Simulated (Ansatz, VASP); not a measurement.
**Li12Ca4Si23O56: VASP beside Ansatz**

One calculation is typed for both programs; each brings its own data sets. How far apart do they land? The structure shown is frame 115 of Ansatz's trajectory.

Program: Ansatz 0.2.0. Level of theory: plane waves, with VASP 6.6.1 beside it; single point at PBE. Results are calculated unless marked as measured.

### Step 1. Starting point

The cell holds 95 atoms: 23 Si, 4 Ca, 12 Li and 56 O. Its edges and angles: a = 10.693 Å, b = 10.693 Å, c = 10.693 Å, α = 90.0°, β = 90.0°, γ = 90.0°. As first built, before any earlier steps moved the atoms (in the runner's words): 95 atoms (23 Si, 4 Ca, 12 Li, 56 O) placed at random at 2.37 g/cm^3, melted at 4000 K for 10 ps at fixed volume with the Morse and Coulomb pair potential with partial charges (Pedone, Malavasi, Menziani, Cormack and Segre, J. Phys. Chem. B 110, 11780 (2006)). Quenched from 4000 K to 300 K at 50 K/ps and fixed volume, held 10 ps at zero pressure, then minimised at fixed cell.

### Step 2. Ansatz: dynamics, PBE

Ansatz runs on its default PAW (the set named soft_2) files.

One frame of this run of dynamics is then solved in both programs, so the motion causes no difference.

input.yaml reads:

```yaml
crystal:
  lattice:
    - [10.69286, 0.0, 0.0]
    - [0.0, 10.69286, 0.0]
    - [0.0, 0.0, 10.69286]
  atoms:
    - { symbol: Si, position: [0.44565, 0.28944, 0.756] }
    - { symbol: Si, position: [0.66676, 0.1179, 0.87568] }
    - { symbol: Si, position: [0.22607, 0.13405, 0.10337] }
    - { symbol: Si, position: [0.67836, 0.26576, 0.27635] }
    - { symbol: Si, position: [0.40871, 0.83835, 0.79551] }
    - { symbol: Si, position: [0.42092, 0.33652, 0.18759] }
    - { symbol: Si, position: [0.93858, 0.85924, 0.90096] }
    - { symbol: Si, position: [0.789, 0.60227, 0.91155] }
    - { symbol: Si, position: [0.63248, 0.25318, 0.54967] }
    - { symbol: Si, position: [0.24395, 0.03952, 0.36632] }
    - { symbol: Si, position: [0.78089, 0.9447, 0.66421] }
    - { symbol: Si, position: [0.15524, 0.30826, 0.44078] }
    - { symbol: Si, position: [0.77459, 0.53394, 0.19857] }
    - { symbol: Si, position: [0.15187, 0.70544, 0.813] }
    - { symbol: Si, position: [0.20075, 0.72453, 0.19285] }
    - { symbol: Si, position: [0.51054, 0.47812, 0.93981] }
    - { symbol: Si, position: [0.25456, 0.082, 0.80326] }
    - { symbol: Si, position: [0.45047, 0.74341, 0.03955] }
    - { symbol: Si, position: [0.63738, 0.70173, 0.66789] }
    - { symbol: Si, position: [0.3733, 0.79762, 0.42811] }
    - { symbol: Si, position: [0.05939, 0.46733, 0.207] }
    - { symbol: Si, position: [0.04024, 0.44914, 0.91135] }
    - { symbol: Si, position: [0.62829, 0.76641, 0.28266] }
    - { symbol: Ca, position: [0.05436, 0.91173, 0.5899] }
    - { symbol: Ca, position: [0.94248, 0.97307, 0.23935] }
    - { symbol: Ca, position: [0.94342, 0.19472, 0.70686] }
    - { symbol: Ca, position: [0.42176, 0.49493, 0.50542] }
    - { symbol: Li, position: [0.18819, 0.59908, 0.5631] }
    - { symbol: Li, position: [0.74127, 0.9463, 0.10099] }
    - { symbol: Li, position: [0.71785, 0.01505, 0.40258] }
[... 59 atom lines left out ...]
    - { symbol: O, position: [0.51928, 0.78953, 0.38517] }
    - { symbol: O, position: [0.7579, 0.58825, 0.06229] }
    - { symbol: O, position: [0.63552, 0.05299, 0.0021] }
    - { symbol: O, position: [0.7067, 0.64654, 0.79204] }
    - { symbol: O, position: [0.21992, 0.41035, 0.52934] }
    - { symbol: O, position: [0.06983, 0.3328, 0.83055] }
kpoints:
  mp_grid: { grid: [1, 1, 1] }
hamiltonian:
  xc: pbe
scf:
  occupations: { method: fixed }
output:
  forces: true
md:
  timestep: 1.0
  n_steps: 346
  ensemble: nvt_langevin
  temperature: 300
  initial_velocities: maxwell_boltzmann
  seed: 9232
```

Command:

```console
> ansatz run input.yaml --threads 4 --pin off --max-ram 8192MiB --backend cpu --events-out ev --progress --plain --runs-dir out
```

Numbers of over 12 decimals in the logs are rounded to 6 here.

The program printed:

```text
Warning: md: disabling space-group detection — thermal motion breaks the input geometry's symmetry, so no spatial operation reduces the k-mesh or symmetrises the density; time reversal is kept, so that k and −k are solved as one point where they differ and the mesh holds both, and exact exchange and, on two spinor components, a DFT+U term hold to it where the run has them: on two components no moment then forms, and  [...]
Engine: ansatz 0.2.0, aarch64-unknown-linux-gnu
Pseudopotentials: kind: paw
Pseudopotential: Si, paw, valence charge 4, recommended cutoff 420 eV (normal), Si.paw.azcp
Pseudopotential: Ca, paw, valence charge 10, recommended cutoff 420 eV (normal), Ca.paw.azcp
Pseudopotential: Li, paw, valence charge 3, recommended cutoff 420 eV (normal), Li.paw.azcp
Pseudopotential: O, paw, valence charge 6, recommended cutoff 420 eV (normal), O.paw.azcp
Functional definition: PBE
  parameter kappa = 0.804
  parameter beta = 0.066725
  exchange = pbe_x(kappa = kappa, mu = beta*pi^2/3)
  correlation = pbe_c(beta = beta)
Crystal: 95 atoms, lattice volume = 1222.592 Å³
Basis set: ecut = 420 eV, 23847 PW (Γ), exchange–correlation on 144×144×144 points (8 copies of the dense FFT grid, shifted against one another)
Bands: 347, of which v1, the nominal top of the filled ones, is band 252 counted from 1 (251 counted from 0)
Symmetry: 1 space group operations
k-points: 1
Non-local potential: Si, projectors of the file, l = 0: 2, l = 1: 2, l = 2: 2
Non-local potential: Ca, projectors of the file, l = 0: 3, l = 1: 2, l = 2: 2
Non-local potential: Li, projectors of the file, l = 0: 3, l = 1: 2, l = 2: 1
Non-local potential: O, projectors of the file, l = 0: 2, l = 1: 2, l = 2: 1
PAW form: soft (Blöchl's): semilocal exchange-correlation on the pseudo side does not see the compensation charge
PAW one-centre angular grid: Si, 110 points (default); XC on 64 Gauss nodes
PAW one-centre angular grid: Ca, 110 points (default); XC on 64 Gauss nodes
PAW one-centre angular grid: Li, 110 points (default); XC on 64 Gauss nodes
PAW one-centre angular grid: O, 110 points (default); XC on 64 Gauss nodes
Initial density: superposition of atomic densities (neutral atoms: chi_scale 0, normalization atom), corrected by the library's trained network
Initial wavefunctions: pseudopotential atomic-orbital guess
Functional: x = pbe(κ = 0.804, μ = 0.219515), c = pbe(β = 0.066725)
SCF iter   1: F=—  HF=-56230.324477 eV  |F-HF|=—  |Δ(HF+E_count)|=         —  Δρ=1.97e-3  dr2=5.80e-2  ethr=1.77e-3  ⟨swp⟩=6.0  Hψ=1572  notcnv=0  defer=91
preconditioner: auto → Resta (q_TF=auto, 2.354 Å⁻¹)  ε∞=3.0  [insulator: Δε(μ)=3.733 eV  Ē_g=16.321 eV  n_scr=256 (ndim 8)  ℏωp=23.1 eV  f_vac=0.147  ε∞_Penn≈3.0]
SCF iter   2: F=—  HF=-56230.330696 eV  |F-HF|=—  |Δ(HF+E_count)|=   6.22e-3  Δρ=1.01e-3  dr2=1.23e-2  ethr=1.15e-5  ⟨swp⟩=4.0  Hψ=531  notcnv=0  defer=93
SCF iter   3: F=—  HF=-56230.334400 eV  |F-HF|=—  |Δ(HF+E_count)|=   3.70e-3  Δρ=4.26e-4  dr2=3.23e-3  ethr=2.45e-6  ⟨swp⟩=3.0  Hψ=621  notcnv=0  defer=74
automatic band count: iteration 3 solves 328 bands in place of 347: the levels show a gap, and the empty bands left out lie too high to hold charge; the band table lists the bands solved (type scf.n_extra_bands for more)
SCF iter   4: F=—  HF=-56230.334843 eV  |F-HF|=—  |Δ(HF+E_count)|=   4.43e-4  Δρ=1.31e-4  dr2=2.31e-4  ethr=6.40e-7  ⟨swp⟩=2.0  Hψ=445  notcnv=0  defer=74
SCF iter   5: F=—  HF=-56230.334898 eV  |F-HF|=—  |Δ(HF+E_count)|=   5.50e-5  Δρ=7.08e-5  dr2=5.35e-5  ethr=4.58e-8  ⟨swp⟩=2.0  Hψ=444  notcnv=0  defer=74
SCF iter   6: F=—  HF=-56230.335870 eV  |F-HF|=—  |Δ(HF+E_count)|=   9.72e-4  Δρ=2.35e-5  dr2=5.52e-6  ethr=1.06e-8  ⟨swp⟩=2.0  Hψ=580  notcnv=0  defer=74
SCF iter   7: F=—  HF=-56230.335872 eV  |F-HF|=—  |Δ(HF+E_count)|=   2.38e-6  Δρ=7.30e-6  dr2=6.67e-7  ethr=1.10e-9  ⟨swp⟩=2.0  Hψ=437  notcnv=0  defer=74
SCF iter   8: F=—  HF=-56230.335873 eV  |F-HF|=—  |Δ(HF+E_count)|=   6.85e-7  Δρ=5.60e-6  dr2=3.00e-7  ethr=1.32e-10  ⟨swp⟩=2.0  Hψ=492  notcnv=0  defer=74
SCF iter   9: F=-56230.335873 eV  HF=-56230.335873 eV  |F-HF|=6.45e-9  |Δ(HF+E_count)|=   3.05e-8  Δρ=1.04e-6  dr2=1.35e-8  ethr=1.88e-11  ⟨swp⟩=2.0  Hψ=1021  notcnv=0
SCF 1 converged in 9 iterations: F = -56230.335873 eV  dr2 = 1.35e-8
  greatest PAW one-centre occupation: 1.000 electrons in one spin orbital (limit 2), on the Li atom at site 31 (counted from 0), in its partial waves of l = 0
md step     0: t =     0.00 fs  T =   296.8 K  F+E_penalty+E_count = -56230.33587316 eV  E_kin = 3.645132 eV  (9 SCF iters)
[...]
md step   342: t =   342.00 fs  T =   276.8 K  F+E_penalty+E_count = -56231.52788958 eV  E_kin = 3.398747 eV  (6 SCF iters)
[...]
md step   343: t =   343.00 fs  T =   279.0 K  F+E_penalty+E_count = -56231.57580448 eV  E_kin = 3.426445 eV  (6 SCF iters)
[...]
md step   344: t =   344.00 fs  T =   273.2 K  F+E_penalty+E_count = -56231.62777898 eV  E_kin = 3.355249 eV  (6 SCF iters)
[...]
md step   345: t =   345.00 fs  T =   268.2 K  F+E_penalty+E_count = -56231.67182542 eV  E_kin = 3.292933 eV  (6 SCF iters)
[...]
md step   346: t =   346.00 fs  T =   265.8 K  F+E_penalty+E_count = -56231.70949150 eV  E_kin = 3.264298 eV  (8 SCF iters)
SCF converged after 8 iterations
Free energy (F): -56231.709492 eV
Harris-Foulkes:  -56231.709492 eV  (|F-HF|=1.56e-9)
Internal energy: -56231.709492 eV  (E = F + TS)
E sigma→0 (E₀):  -56231.709492 eV
Fermi energy:    3.614923 eV
--- Per-component energies (eV) ---
  E_band       = -3299.411346
  E_kinetic    = 12366.739080
  E_local      = -33467.426325  (includes V_loc(G=0)·N_el)
  E_nonlocal   = 3090.662575
  E_hartree    = 12245.707137
  E_xc         = -6129.569828
  E_vxc        = -7266.046590  (∫ρ·V_xc dr)
  E_paw        = -24372.166037  (= ΣΔE_a)
  E_vpaw       = -2514.890420  (= ΣTr[D̂ρ^β])
  E_aug_tail   = 0.141718  (compensation charges beyond the density's cutoff)
  E_ewald      = -19965.797811
  E_smearing   = -0.000000  (= −TS)
  E_closure    = 0.000000  (closes the sum)
  Σ components = -56231.709492   (vs F -56231.709492, Δ=0.00e0)
--- Forces (eV/Å), atoms counted from 1 ---
  atom   1  Si    -0.11463947     0.08593507     1.52517957
  atom   2  Si    -2.52639398    -2.42582568    -0.11607787
  atom   3  Si    -0.77101864    -0.61868328    -0.30285609
  atom   4  Si     0.22599474     0.59297515     0.98385370
  atom   5  Si     1.32529514    -0.61071028    -0.32547670
  atom   6  Si    -0.45368307     1.12268645     0.31137567
  atom   7  Si    -1.88054157    -1.46678076     0.40091037
  atom   8  Si    -1.09962468     1.43897157     1.11447189
  atom   9  Si     1.23499827    -0.02393035    -0.66532363
  atom  10  Si     0.95897600    -0.96484073    -1.33515379
  atom  11  Si    -0.52436395    -2.03861564     0.66292995
  atom  12  Si    -0.67949086    -1.66913094     1.69495063
  atom  13  Si    -0.18052982     0.45078641     0.22826223
  atom  14  Si    -0.60629773     1.37029649    -0.45474756
  atom  15  Si     0.40128920    -1.00661107     0.78501483
  atom  16  Si    -0.97197920     1.21316449     0.69589818
  atom  17  Si    -0.01624117     0.78142385     1.66500280
  atom  18  Si     0.62768504    -0.94905362    -0.64669552
  atom  19  Si     0.04075209     0.04689732     0.40917095
  atom  20  Si     0.64992995     1.01663760    -2.01379086
  atom  21  Si     1.09223324    -0.49851852    -0.69098813
  atom  22  Si    -1.33295202    -0.03321711    -0.42426961
  atom  23  Si    -0.02040790    -0.83199911     1.06166860
  atom  24  Ca    -0.42401233     0.64924249    -0.27520362
[...]
atom  88  O      0.28846919    -0.80911833    -0.20081390
  atom  89  O      0.55523050     0.58983825     0.01239902
  atom  90  O     -0.37935406    -0.23254724    -0.72069629
  atom  91  O      0.16057484    -0.11368288    -0.40759007
  atom  92  O      0.32949319     1.03791443    -0.76347295
  atom  93  O      1.12697001    -0.42675610     0.64894465
  atom  94  O      1.05809332     1.44552738     0.59366385
  atom  95  O      0.57239202    -0.63025495    -0.67888296
  max |Σ_I F_I| component: 1.73e-4 eV/Å
--- MD trajectory: 346 steps, t = 0.0 → 346.0 fs ---
  final state: T = 265.8 K   F+E_penalty+E_count = -56231.70949150 eV   E_kin = 3.264298 eV
```

### Step 3. VASP: single point, PBE

The same cell, functional and mesh now go to VASP, with its own data sets.

Lines of VASP's logs that name or quote its potential files are left out, and so is its time.

INCAR reads:

```
SYSTEM = Li12Ca4Si23O56
PREC = Accurate
ENCUT = 650
EDIFF = 1E-06
NELM = 120
ISMEAR = 0
SIGMA = 0.01
LREAL = Auto
ALGO = Normal
GGA = PE
NBANDS = 320
LORBIT = 11
LWAVE = .FALSE.
LCHARG = .FALSE.
ISIF = 2
LASPH = .TRUE.
GGA_COMPAT = .FALSE.
EFERMI = MIDGAP
NCORE = 2
```

POSCAR reads:

```
Li12Ca4Si23O56
1.0
   10.6928600000      0.0000000000      0.0000000000
    0.0000000000     10.6928600000      0.0000000000
    0.0000000000      0.0000000000     10.6928600000
Si Ca Li O
23 4 12 56
Direct
    0.4627760955      0.2806078075      0.7694573762
    0.6895161818      0.1116539448      0.8851420481
    0.2311916550      0.1328082477      0.1136365762
    0.6758435068      0.2617260490      0.2824408063
    0.3914387732      0.8316858165      0.7942683248
    0.4362911326      0.3272464055      0.1806719624
    0.9309950752      0.8528588236      0.8950832612
    0.7778367995      0.6016257577      0.9156203298
    0.6357606852      0.2541789568      0.5536872268
    0.2446772893      0.0376793486      0.3723793260
    0.7776404068      0.9382148462      0.6663137832
    0.1412624873      0.2974882305      0.4431461742
    0.7672128879      0.5236765468      0.2005076285
    0.1367548065      0.7076684816      0.7899009245
    0.2017233930      0.7162910578      0.1993573282
    0.5150726747      0.4682096277      0.9414319462
    0.2598930501      0.0825317081      0.8189202889
    0.4456618716      0.7362670043      0.0422057335
    0.6296163982      0.7091180470      0.6621895358
    0.3699758530      0.7983084039      0.4252837875
    0.0453386652      0.4704541161      0.2132451000
    0.0372678591      0.4613265300      0.9140211319
    0.6249310287      0.7663618527      0.2766612487
    0.0614522214      0.9313785086      0.6134186738
    0.9722749573      0.9688240564      0.2394588539
    0.9364753677      0.2111689483      0.7224634008
    0.4231702276      0.5023632592      0.4811247879
    0.1535884693      0.6032810679      0.5379945122
    0.7271113622      0.9173691604      0.1045089901
    0.7029831121      0.0203406759      0.3826665644
[... 59 atom lines left out ...]
    0.5205903753      0.7810819556      0.3861361694
    0.7591701378      0.5881494754      0.0682698548
    0.6418862680      0.0112972582      0.9922097549
    0.7007386237      0.6562696977      0.7876283801
    0.2048002125      0.4140052334      0.5186264479
    0.0669231618      0.3449965678      0.8223150775
```

KPOINTS reads:

```
Automatic mesh
0
Gamma
1 1 1
0 0 0
```

Potentials, in the order of the species: Si, Ca_sv, Li_sv and O (PBE family, release 64).

Command:

```console
> mpirun -np 8 vasp_gam
```

The program printed:

```text
[banner, memory and clock lines left out]
running    8 mpi-ranks, on    1 nodes
[...]
LDA part: xc-table for (Slater+PW92), standard interpolation
 POSCAR, INCAR and KPOINTS ok, starting setup
[...]
entering main loop
       N       E                     dE             d eps       ncg     rms          rms(c)
DAV:   1     0.627663113176E+04    0.62766E+04   -0.32391E+05   640   0.193E+03
DAV:   2    -0.955681932920E+02   -0.63722E+04   -0.60845E+04   792   0.473E+02
DAV:   3    -0.729604728540E+03   -0.63404E+03   -0.62931E+03   752   0.162E+02
DAV:   4    -0.770064442251E+03   -0.40460E+02   -0.40269E+02   960   0.318E+01
[...]
DAV:  17    -0.680325123758E+03   -0.67372E-05   -0.14231E-04   880   0.289E-02    0.253E-02
DAV:  18    -0.680325117468E+03    0.62900E-05   -0.79360E-05   760   0.196E-02    0.104E-02
DAV:  19    -0.680325117064E+03    0.40458E-06   -0.97798E-06   736   0.857E-03
   1 F= -.68032512E+03 E0= -.68032512E+03  d E =0.000000E+00
```

From OUTCAR (step 3):

```text
  Total        3.0999498     -2.5798937     -0.1539947      7.2415153      2.4707866     -0.6304549
  in kB        4.0624086     -3.3808877     -0.2018063      9.4898291      3.2379055     -0.8261958
  external PRESSURE =       0.1599049 kB  Pullay stress =       0.0000000 kB

 POSITION                                       TOTAL-FORCE (eV/Angst)
 -----------------------------------------------------------------------------------
      4.94840      3.00050      8.22770        -0.509419      1.395780     -0.675623
      7.37290      1.19390      9.46470        -1.438419     -2.748889      1.199902
      2.47210      1.42010      1.21510         1.179881     -1.142321      0.975911
      7.22670      2.79860      3.02010         0.538504     -0.088256      0.496021
      4.18560      8.89310      8.49300         0.756631      0.571157      1.038397
      4.66520      3.49920      1.93190         0.898482     -1.085339      2.183125
      9.95500      9.11950      9.57100         0.005078      0.366865      1.710248
      8.31730      6.43310      9.79060        -0.346846     -1.615038     -2.033998
      6.79810      2.71790      5.92050         0.084214      1.198659     -1.941965
      2.61630      0.40290      3.98180         0.118634     -0.385331     -0.212133
[...]
8.13250      3.64680     10.57596        -0.010547      0.153362      0.209626
      7.38240      5.54240      4.79660         0.147257      0.120140      0.117392
     10.15320      1.39800      0.23520        -0.433529     -0.076318     -0.576675
[...]
-----------------------------------------------------------------------------------
    total drift:                                0.001926      0.007834     -0.017932

  FREE ENERGIE OF THE ION-ELECTRON SYSTEM (eV)
  ---------------------------------------------------
  free  energy   TOTEN  =      -680.3251170638 eV

  energy  without entropy=     -680.3251170638  energy(sigma->0) =     -680.32511706

[... 3 further parts left out ...]
[key lines of the parts left out:]
E-fermi :   3.7280
```

The run ends at a pressure of 0.02 GPa, with forces up to 3.4 eV/Å.

### Step 4. Comparison

Known differences besides the potentials themselves: fixed occupations in Ansatz, narrow Gaussian smearing in VASP; the cutoff is 420 eV in Ansatz and 650 eV in VASP (PREC = Accurate, projectors in real space). Total energies have different zeros and are not compared.

Forces on 9 of the 95 atoms, those with the largest forces and the largest differences (eV/Å; atoms numbered as in POSCAR):

```tsv
atom	Ansatz x, y, z	VASP x, y, z
Si2	-1.388, -2.765, 1.254	-1.438, -2.749, 1.200
Si6	0.906, -1.020, 2.247	0.898, -1.085, 2.183
Si8	-0.327, -1.619, -2.038	-0.347, -1.615, -2.034
Si11	2.530, 0.445, -2.193	2.530, 0.444, -2.211
Si14	0.116, -0.577, 1.575	0.170, -0.596, 1.639
Si16	2.265, 1.469, -1.007	2.271, 1.482, -1.008
Si18	-1.471, -2.623, -0.916	-1.448, -2.634, -0.923
O56	-0.652, -1.093, 0.561	-0.663, -1.168, 0.527
O67	2.018, 2.463, -0.642	2.049, 2.482, -0.638
```

The forces differ by 24 meV/Å r.m.s., which is 2.8 % of the r.m.s. force of 0.867 eV/Å (both taken over all components).

### Step 5. Results

| Quantity | Value |
| --- | --- |
| r.m.s. force difference (single point, PBE) | 2.8 % of the r.m.s. force |

**Reading.** The r.m.s. force difference is 2.8 % of the r.m.s. force (single point, PBE), within the 3 % picked in this series as the mark of a large difference. 2 further runs of this series are not shown here. Such differences can come from data sets, numerical settings and the points named under the comparisons, not from the functional's error against experiment.

[Lines on the potential files, build, host, timing and source positions are cut from VASP's logs without a mark.]

[Logs are printed without paths, hosts, clocks, repeated set-up lines and the standing remarks that a program may print on its own settings, such as how far it seeks lower states.]

[Hosts, paths, dates, database ids (printed as entryN), source tags and the programs' standing remarks are cut or masked in the printed files.]
